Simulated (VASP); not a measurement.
Calculation: PBE GGA with D3 dispersion (zero damping), VASP's PBE PAW potentials (set 64) (plane waves; VASP 6.6.1).

VASP ran on this input.

### KPOINTS
```
Automatic mesh
0
Gamma
 11 11 11
0 0 0
```

File POSCAR:
```
Bi
1
    4.1312112528    -2.2828387420    -0.0162675070
    4.1312112528     2.2828387420    -0.0162675070
    2.8845274285     0.0000000000     3.7360440702
Bi
2
Direct
  0.2358940718   0.2358940718   0.2358940718
  0.7641059282   0.7641059282   0.7641059282
```

INCAR:
```
! general
SYSTEM =Bi
PREC   =Accurate
ENCUT  =520   ! plane-wave cut-off (eV)
LREAL  =.False.   ! projection in real space or not
LASPH  =.True.   ! aspherical one-centre terms

! electronic loop
EDIFF  =1E-7
NELM   =100   ! most electronic steps
ALGO   =Normal
LMAXMIX=4   ! l cut-off of mixed one-centre charges

! smearing
ISMEAR =-5   ! tetrahedra, Bloechl

! functional
GGA    =PE   ! PBE
IVDW   =11

! ions
ISIF   =2   ! forces and stress, cell fixed

! output
LWAVE  =.False.
LCHARG =.True.
LORBIT =11   ! lm-projected
NEDOS  =601   ! DOS grid
```

POTCAR, in this order: Bi_d (PBE.64 set). Program: vasp_std.

For a metal the tetrahedron method with Blöchl corrections gives inexact stress and forces. Unless said otherwise, spin-orbit coupling is left out, though it shifts the bands of the heavy elements here.

Task: Predict the energy per atom (σ→0), dispersion energy, band gap (on the k-mesh).

Result: 
```json
{
 "energy per atom (σ→0)": "-4.191 eV/atom",
 "dispersion_energy": "-0.618 eV",
 "band gap (on the k-mesh)": "none (metal, semimetal or under 0.01 eV)"
}
```

**OSZICAR**
```
...
DAV:   7    -0.776309176519E+01   -0.47287E-03   -0.12259E-02  6345   0.142E+00    0.110E-01
DAV:   8    -0.776327296321E+01   -0.18120E-03   -0.15296E-03  6022   0.491E-01    0.210E-02
DAV:   9    -0.776329029009E+01   -0.17327E-04   -0.56505E-05  7459   0.666E-02    0.103E-02
DAV:  10    -0.776328739822E+01    0.28919E-05   -0.77310E-06  6046   0.248E-02    0.152E-03
DAV:  11    -0.776328778447E+01   -0.38625E-06   -0.51910E-07  4977   0.619E-03    0.112E-03
DAV:  12    -0.776328755717E+01    0.22730E-06   -0.17935E-07  4500   0.331E-03    0.213E-04
DAV:  13    -0.776328758731E+01   -0.30136E-07   -0.19932E-08  3002   0.181E-03
   1 F= -.83817160E+01 E0= -.83817160E+01  d E =0.000000E+00
```

The compound is Bi in the a7 structure. It was relaxed first.
